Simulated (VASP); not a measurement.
```xyz
2
Lattice="1.7700 -3.0657 0.0000 1.7700 3.0657 0.0000 0.0000 0.0000 5.5500" Properties=species:S:1:pos:R:3 pbc="T T T"
Tm     1.7700     1.0219     1.3875
Tm     1.7700    -1.0219     4.1625
```

The base run (VASP): PBE GGA, plane waves, VASP's PBE PAW potentials (set 64). Run with 400 eV cut-off, 11×11×6 Γ-centred mesh, first-order Methfessel-Paxton smearing of 0.10 eV, potentials Tm_3.

The 4f electrons are frozen in the core of the lanthanide potential, so 4f levels, which can set the real gap, and their magnetism are missing.

One setting is varied; ΔE counts from the base run. The base run took about 20 core-seconds. Times come from single runs on busy shared machines, so they are rough: good to a factor of about 2.

```
setting           cost over the base run  electronic steps  ΔE (meV/atom)
----------------  ----------------------  ----------------  -------------
base run                       reference                11            0.0
ALGO = Fast         within a factor of 2                12            0.0
ALGO = All          within a factor of 2                16            0.0
ALGO = Conjugate    within a factor of 2                16            0.0
ALGO = Damped              about 2 times                38            0.0
ALGO = VeryFast                        ?                 ?            0.0
```

Q: Fill in the missing entries.

A: 
- ALGO = VeryFast, cost over the base run: about 3 times
- ALGO = VeryFast, electronic steps: 34

Left out are runs that failed, have no time on record or changed the cell.

The compound is Tm in the hcp structure. The cell was not relaxed at this level.
